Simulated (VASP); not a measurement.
OSZICAR of a VASP run on AuZn (CsCl type):

### OSZICAR
```
       N       E                     dE             d eps       ncg     rms          rms(c)
DAV:   1     0.109817526055E+03    0.10982E+03   -0.10143E+04  6663   0.167E+03
DAV:   2    -0.187076556880E+01   -0.11169E+03   -0.10816E+03  6781   0.304E+02
DAV:   3    -0.515465418152E+01   -0.32839E+01   -0.32721E+01  7943   0.626E+01
DAV:   4    -0.517339169241E+01   -0.18738E-01   -0.18737E-01  7411   0.412E+00
DAV:   5    -0.517362085651E+01   -0.22916E-03   -0.22916E-03  8209   0.465E-01    0.885E+00
DAV:   6    -0.502998382117E+01    0.14364E+00   -0.84665E-02  7502   0.469E+00    0.714E+00
DAV:   7    -0.493298598861E+01    0.96998E-01   -0.50907E-02  7439   0.291E+00    0.579E+00
DAV:   8    -0.486592069513E+01    0.67065E-01   -0.28984E-02  7026   0.201E+00    0.473E+00
DAV:   9    -0.481905306337E+01    0.46868E-01   -0.17548E-02  6970   0.150E+00    0.389E+00
DAV:  10    -0.478626305881E+01    0.32790E-01   -0.10945E-02  6900   0.114E+00    0.322E+00
DAV:  11    -0.476336439937E+01    0.22899E-01   -0.69219E-03  6823   0.898E-01    0.267E+00
DAV:  12    -0.474742028887E+01    0.15944E-01   -0.44345E-03  6809   0.714E-01    0.223E+00
DAV:  13    -0.473635496609E+01    0.11065E-01   -0.28709E-03  6865   0.574E-01    0.186E+00
DAV:  14    -0.472869987956E+01    0.76551E-02   -0.18716E-03  6788   0.465E-01    0.156E+00
DAV:  15    -0.472341924011E+01    0.52806E-02   -0.12319E-03  6914   0.379E-01    0.131E+00
DAV:  16    -0.471978535528E+01    0.36339E-02   -0.81534E-04  6858   0.312E-01    0.110E+00
DAV:  17    -0.471728931299E+01    0.24960E-02   -0.54423E-04  7005   0.258E-01    0.924E-01
DAV:  18    -0.471557689651E+01    0.17124E-02   -0.36548E-04  7131   0.216E-01    0.778E-01
DAV:  19    -0.471440254421E+01    0.11744E-02   -0.24688E-04  7439   0.182E-01    0.655E-01
DAV:  20    -0.471359679701E+01    0.80575E-03   -0.16816E-04  7754   0.155E-01    0.552E-01
DAV:  21    -0.471304311887E+01    0.55368E-03   -0.11495E-04  7936   0.133E-01    0.466E-01
DAV:  22    -0.471266165569E+01    0.38146E-03   -0.79492E-05  8110   0.116E-01    0.393E-01
DAV:  23    -0.471239783788E+01    0.26382E-03   -0.54968E-05  8163   0.102E-01    0.332E-01
DAV:  24    -0.471221443725E+01    0.18340E-03   -0.38579E-05  8235   0.897E-02    0.281E-01
DAV:  25    -0.471208610916E+01    0.12833E-03   -0.27031E-05  8315   0.799E-02    0.238E-01
DAV:  26    -0.471199560351E+01    0.90506E-04   -0.19194E-05  8296   0.715E-02    0.202E-01
DAV:  27    -0.471193119584E+01    0.64408E-04   -0.13692E-05  8537   0.642E-02    0.171E-01
DAV:  28    -0.471188488601E+01    0.46310E-04   -0.98042E-06  8406   0.578E-02    0.145E-01
DAV:  29    -0.471185122068E+01    0.33665E-04   -0.71034E-06  8259   0.521E-02    0.124E-01
DAV:  30    -0.471182646420E+01    0.24756E-04   -0.51360E-06  7939   0.470E-02    0.106E-01
DAV:  31    -0.471180803038E+01    0.18434E-04   -0.36870E-06  6957   0.422E-02    0.902E-02
DAV:  32    -0.471179412371E+01    0.13907E-04   -0.27771E-06  5807   0.374E-02    0.772E-02
DAV:  33    -0.471178354759E+01    0.10576E-04   -0.22039E-06  5180   0.321E-02    0.661E-02
DAV:  34    -0.471177545644E+01    0.80912E-05   -0.17901E-06  4358   0.271E-02    0.567E-02
DAV:  35    -0.471176922129E+01    0.62352E-05   -0.16070E-06  4711   0.229E-02    0.489E-02
DAV:  36    -0.471176437215E+01    0.48491E-05   -0.10627E-06  4149   0.202E-02    0.421E-02
DAV:  37    -0.471176055133E+01    0.38208E-05   -0.86892E-07  4097   0.185E-02    0.364E-02
DAV:  38    -0.471175751945E+01    0.30319E-05   -0.55503E-07  3555   0.174E-02    0.315E-02
DAV:  39    -0.471175511068E+01    0.24088E-05   -0.47420E-07  3541   0.156E-02    0.274E-02
DAV:  40    -0.471175319968E+01    0.19110E-05   -0.38484E-07  3597   0.135E-02    0.238E-02
DAV:  41    -0.471175167662E+01    0.15231E-05   -0.28269E-07  3387   0.118E-02    0.208E-02
DAV:  42    -0.471175045876E+01    0.12179E-05   -0.22017E-07  3324   0.105E-02    0.181E-02
DAV:  43    -0.471174948348E+01    0.97529E-06   -0.17588E-07  3324   0.941E-03
   1 F= -.47117495E+01 E0= -.47117158E+01  d E =-.100970E-03
```

**Question.** Which electronic solver shows in the log?

**Answer.** It is blocked Davidson (ALGO = Normal, or the opening steps of other solvers). The INCAR had ALGO = Normal.

**Question.** Can the final energy be trusted as converged?

**Answer.** Self-consistency was reached. It stopped with EDIFF = 1E-6, NELM = 100 (PBE GGA, plane waves, VASP's PBE PAW potentials (set 64)).

The compound is AuZn in the CsCl type structure. The cell was not relaxed at this level, atoms are displaced from their ideal sites. The run is one of a series of settings (AMIX = 0.2, BMIX = 3.0, IMIX = 1 against the base run), some of them coarse on purpose. The electron count is odd and the run is not spin-polarised, which forces a metal.
